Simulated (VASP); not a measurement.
Output of a VASP run:

**OSZICAR**
```
       N       E                     dE             d eps       ncg     rms          rms(c)
DAV:   1     0.111003893689E+03    0.11100E+03   -0.99752E+03  2080   0.138E+03
DAV:   2    -0.243744838503E+02   -0.13538E+03   -0.13073E+03  2448   0.339E+02
DAV:   3    -0.300262856728E+02   -0.56518E+01   -0.55771E+01  3375   0.609E+01
DAV:   4    -0.301507266208E+02   -0.12444E+00   -0.12439E+00  2643   0.812E+00
DAV:   5    -0.301535365641E+02   -0.28099E-02   -0.28099E-02  3240   0.992E-01    0.206E+01
DAV:   6    -0.274471506095E+02    0.27064E+01   -0.81829E+00  2520   0.198E+01    0.821E+00
DAV:   7    -0.274124986410E+02    0.34652E-01   -0.87488E-01  3170   0.598E+00    0.305E+00
DAV:   8    -0.274091140917E+02    0.33845E-02   -0.95425E-02  2478   0.286E+00    0.780E-01
DAV:   9    -0.274063555287E+02    0.27586E-02   -0.16184E-02  2709   0.103E+00    0.121E-01
DAV:  10    -0.274063049571E+02    0.50572E-04   -0.84055E-04  2701   0.260E-01    0.419E-02
DAV:  11    -0.274063126535E+02   -0.76963E-05   -0.25672E-05  2709   0.569E-02    0.133E-02
DAV:  12    -0.274063120787E+02    0.57476E-06   -0.22252E-06  2720   0.150E-02    0.319E-03
DAV:  13    -0.274063119997E+02    0.79025E-07   -0.41000E-07  2534   0.603E-03
   1 F= -.27406312E+02 E0= -.27406337E+02  d E =-.274063E+02
       N       E                     dE             d eps       ncg     rms          rms(c)
DAV:   1    -0.274068652673E+02   -0.55319E-03   -0.27194E-02  2210   0.165E+00    0.117E-01
DAV:   2    -0.274065895626E+02    0.27570E-03   -0.64147E-04  2375   0.216E-01    0.638E-02
DAV:   3    -0.274064776688E+02    0.11189E-03   -0.29712E-04  2395   0.150E-01    0.121E-02
DAV:   4    -0.274064772718E+02    0.39695E-06   -0.58710E-06  2376   0.218E-02    0.579E-03
DAV:   5    -0.274064771616E+02    0.11025E-06   -0.26462E-07  2508   0.428E-03    0.150E-03
DAV:   6    -0.274064771606E+02    0.93564E-09   -0.11935E-08  1290   0.110E-03
   2 F= -.27406477E+02 E0= -.27406501E+02  d E =-.165161E-03
```

**OUTCAR**
```
------------------------ aborting loop because EDIFF is reached ----------------------------------------
  FORCE on cell =-STRESS in cart. coord.  units (eV):
  Direction    XX          YY          ZZ          XY          YZ          ZX
  --------------------------------------------------------------------------------------
  Total       -2.6742098     -2.6742107     -2.6835717      0.0000000      0.0000000      0.0000000
  in kB     -136.0015608   -136.0016023   -136.4776732      0.0000000      0.0000000      0.0000000
  external PRESSURE =    -136.1602788 kB  Pullay stress =       0.0000000 kB
  volume of cell :       31.50
      direct lattice vectors                 reciprocal lattice vectors
     1.596236888 -2.764763813  0.000000000     0.313236716 -0.180847274 -0.000000000
     1.596236888  2.764763813  0.000000000     0.313236716  0.180847274 -0.000000000
     0.000000000 -0.000000000  3.569248601    -0.000000000 -0.000000000  0.280171014
 POSITION                                       TOTAL-FORCE (eV/Angst)
 -----------------------------------------------------------------------------------
      0.00000     -0.00000      0.00000        -0.000000     -0.000000     -0.000000
      1.59624      0.92159      1.78462        -0.000000      0.000000      0.000000
      1.59624     -0.92159      1.78462         0.000000     -0.000000     -0.000000
 -----------------------------------------------------------------------------------
    total drift:                                0.000000     -0.000000      0.000000
  FREE ENERGIE OF THE ION-ELECTRON SYSTEM (eV)
  ---------------------------------------------------
  free  energy   TOTEN  =       -27.4064771606 eV

  energy  without entropy=      -27.4065471920  energy(sigma->0) =      -27.40650050

 reached required accuracy - stopping structural energy minimisation
```
(Selected blocks of OUTCAR.)

File POSCAR:
```
ZrB2
1
    1.5977573931    -2.7673974460     0.0000000000
    1.5977573931     2.7673974460     0.0000000000
    0.0000000000     0.0000000000     3.5624584337
Zr B
1 2
Direct
  0.0000000000   0.0000000000   0.0000000000
  0.3333330000   0.6666670000   0.5000000000
  0.6666670000   0.3333330000   0.5000000000
```

Question: Write an INCAR and KPOINTS that could have produced this output.

Answer: This is not unique; one that fits is the input of the run itself, LDA (Ceperley-Alder, Perdew-Zunger), plane waves, VASP's LDA PAW potentials (set 64).

**INCAR**
```
ALGO = Normal
LASPH = .TRUE.
ENCUT = 520   ! plane-wave cut-off (eV)
LCHARG = .FALSE.
NSW = 30   ! most ionic steps
LWAVE = .FALSE.
PREC = Accurate
SYSTEM = ZrB2
SIGMA = 0.1
EDIFF = 1E-7   ! SCF stop (eV)
LREAL = .FALSE.   ! projection in real space or not
IBRION = 2
LMAXMIX = 4   ! l cut-off of mixed one-centre charges
ISIF = 4
NELM = 100   ! most electronic steps
EDIFFG = -0.01
ISMEAR = 1   ! Methfessel-Paxton
```

### KPOINTS
```
Automatic mesh
0
Gamma
11 11 9
0 0 0
```

POTCAR, in this order: Zr_sv B (LDA.64 set). Program: vasp_std.

The compound is ZrB2 in the AlB2 type structure. This cell is one point of a volume scan, at 1.06 of the reference volume. Symmetry was kept, so distortions that lower it aren't found.
